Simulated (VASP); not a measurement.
Level of theory: revPBE GGA, VASP's PBE PAW potentials (set 64) (plane waves; VASP).

Input for VASP

### POSCAR
```
CeO2
2.6903040
  0.0000000000   0.9999999322   0.9999999322
  0.9999999322   0.0000000000   0.9999999322
  0.9999999322   0.9999999322   0.0000000000
Ce O
1 2
Cartesian
  0.0000000000   0.0000000000   0.0000000000
  0.4999999661   0.4999999661   0.4999999661
  1.4999998983   1.4999998983   1.4999998983
```

### INCAR
```
SYSTEM = CeO2
PREC = Accurate; ENCUT = 520; LREAL = .False.
LASPH = .True.
EDIFF = 1E-7; NELM = 100; ALGO = Normal
LMAXMIX = 6
ISMEAR = 0; SIGMA = 0.05
GGA = RE
ISIF = 2
LWAVE = .False.; LCHARG = .False.
```

**KPOINTS**
```
kpoints
0
gamma
 7 7 7
0 0 0
```

POTCAR, in this order: Ce O (PBE.64 set). Program: vasp_std.

Output of the run:

OSZICAR:
```
       N       E                     dE             d eps       ncg     rms          rms(c)
DAV:   1     0.231522146681E+03    0.23152E+03   -0.11522E+04   648   0.198E+03
DAV:   2     0.280850857679E+01   -0.22871E+03   -0.22134E+03   984   0.313E+02
DAV:   3    -0.291918863557E+02   -0.32000E+02   -0.26724E+02   840   0.142E+02
DAV:   4    -0.304637654908E+02   -0.12719E+01   -0.12718E+01  1008   0.291E+01
DAV:   5    -0.305187244065E+02   -0.54959E-01   -0.54956E-01  1080   0.531E+00    0.328E+01
DAV:   6    -0.277834381051E+02    0.27353E+01   -0.86557E+01   960   0.599E+01    0.225E+01
DAV:   7    -0.268648049608E+02    0.91863E+00   -0.15467E+02   960   0.127E+02    0.227E+01
DAV:   8    -0.260550956352E+02    0.80971E+00   -0.30388E+00   776   0.197E+01    0.141E+01
DAV:   9    -0.250468162492E+02    0.10083E+01   -0.69845E+00   968   0.223E+01    0.167E+00
DAV:  10    -0.250432342546E+02    0.35820E-02   -0.21529E-01  1104   0.372E+00    0.125E+00
DAV:  11    -0.250386352499E+02    0.45990E-02   -0.28681E-02   928   0.169E+00    0.151E+00
DAV:  12    -0.250300672832E+02    0.85680E-02   -0.11898E-01   856   0.243E+00    0.785E-01
DAV:  13    -0.250279995521E+02    0.20677E-02   -0.82014E-02  1008   0.291E+00    0.693E-01
DAV:  14    -0.250272581201E+02    0.74143E-03   -0.59650E-03   928   0.740E-01    0.319E-01
DAV:  15    -0.250270635052E+02    0.19461E-03   -0.24275E-03   968   0.478E-01    0.600E-02
DAV:  16    -0.250271065826E+02   -0.43077E-04   -0.54990E-04   960   0.211E-01    0.836E-02
DAV:  17    -0.250270694249E+02    0.37158E-04   -0.20176E-04  1024   0.131E-01    0.142E-02
DAV:  18    -0.250270652868E+02    0.41381E-05   -0.22415E-05   952   0.457E-02    0.315E-03
DAV:  19    -0.250270646294E+02    0.65736E-06   -0.33207E-06   960   0.182E-02    0.411E-03
DAV:  20    -0.250270646794E+02   -0.49986E-07   -0.33068E-07   720   0.581E-03
   1 F= -.25027065E+02 E0= -.25027065E+02  d E =-.151433E-21
```

OUTCAR:
```
------------------------ aborting loop because EDIFF is reached ----------------------------------------
  FORCE on cell =-STRESS in cart. coord.  units (eV):
  Direction    XX          YY          ZZ          XY          YZ          ZX
  --------------------------------------------------------------------------------------
  Total        2.8693819      2.8693819      2.8693819     -0.0000000     -0.0000000     -0.0000000
  in kB      118.0497202    118.0497202    118.0497202     -0.0000000     -0.0000000     -0.0000000
  external PRESSURE =     118.0497202 kB  Pullay stress =       0.0000000 kB
  volume of cell :       38.94
      direct lattice vectors                 reciprocal lattice vectors
     0.000000000  2.690303818  2.690303818    -0.185852615  0.185852615  0.185852615
     2.690303818  0.000000000  2.690303818     0.185852615 -0.185852615  0.185852615
     2.690303818  2.690303818  0.000000000     0.185852615  0.185852615 -0.185852615
 POSITION                                       TOTAL-FORCE (eV/Angst)
 -----------------------------------------------------------------------------------
      0.00000      0.00000      0.00000         0.000000     -0.000000      0.000000
      1.34515      1.34515      1.34515         0.000000      0.000000      0.000000
      4.03546      4.03546      4.03546        -0.000000     -0.000000     -0.000000
 -----------------------------------------------------------------------------------
    total drift:                                0.000000      0.000000      0.000000
  FREE ENERGIE OF THE ION-ELECTRON SYSTEM (eV)
  ---------------------------------------------------
  free  energy   TOTEN  =       -25.0270646794 eV

  energy  without entropy=      -25.0270646794  energy(sigma->0) =      -25.02706468
```
(Selected blocks of OUTCAR.)

OUTCAR:
```
 val. band max:        5.6288543938   @ k =  -0.2857   0.2857   0.0000

 cond. band min:       7.6627205339   @ k =  -0.4286   0.1429   0.0000


 Fermi energy:         5.9579477620

 k-point     1 :       0.0000    0.0000    0.0000
  band No.  band energies     occupation
      1     -26.7862      2.00000
      2     -10.8148      2.00000
      3      -9.8907      2.00000
      4      -8.9172      2.00000
      5      -8.9172      2.00000
      6      -8.9172      2.00000
      7       1.6554      2.00000
      8       1.6554      2.00000
      9       1.6554      2.00000
     10       4.9817      2.00000
     11       4.9817      2.00000
     12       4.9817      2.00000
     13       7.9728      0.00000
     14       7.9728      0.00000
     15       7.9728      0.00000
     16       8.2357      0.00000

 k-point     2 :       0.1429    0.0000    0.0000
  band No.  band energies     occupation
      1     -26.7439      2.00000
      2     -11.4564      2.00000
      3     -10.0532      2.00000
      4      -8.9682      2.00000
      5      -8.9682      2.00000
      6      -8.2517      2.00000
      7       1.8456      2.00000
      8       1.8456      2.00000
      9       2.1795      2.00000
     10       4.8120      2.00000
     11       4.9114      2.00000
     12       4.9114      2.00000
     13       7.9513      0.00000
     14       7.9513      0.00000
     15       7.9747      0.00000
     16       8.2615      0.00000

 k-point     3 :       0.2857    0.0000    0.0000
  band No.  band energies     occupation
      1     -26.6474      2.00000
      2     -12.3630      2.00000
      3     -10.4163      2.00000
      4      -9.0788      2.00000
      5      -9.0788      2.00000
      6      -7.2324      2.00000
      7       2.2476      2.00000
      8       2.2476      2.00000
      9       3.3167      2.00000
     10       4.5556      2.00000
     11       4.8069      2.00000
     12       4.8069      2.00000
     13       7.8841      0.00000
...
```

The compound is CeO2 in the fluorite structure. This cell is one point of a volume scan, at 0.94 of the reference volume. The run is not spin-polarised, so no magnetic state was tried.
